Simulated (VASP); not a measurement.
```xyz
2
Lattice="1.4609 -2.5304 0.0000 1.4609 2.5304 0.0000 0.0000 0.0000 4.6324" Properties=species:S:1:pos:R:3 pbc="T T T"
Ti     1.4609     0.8435     1.1581
Ti     1.4609    -0.8435     3.4743
```

Calculation: PBE GGA, VASP's PBE PAW potentials (set 64) (plane waves; VASP). Run with 480 eV cut-off, 13×13×7 Γ-centred mesh, first-order Methfessel-Paxton smearing of 0.10 eV, potentials Ti.

### Question
Estimate the energy per atom (σ→0), band gap (on the k-mesh) with the smallest direct gap where there is one.

### Answer

- band gap (on the k-mesh) = none (metal, semimetal or under 0.01 eV)
- energy per atom (σ→0) = -7.762 eV/atom

The absolute energy has meaning only against runs of the same code, potentials and settings.

The compound is Ti in the hcp structure. It was relaxed first. The start is the result of an earlier pass.
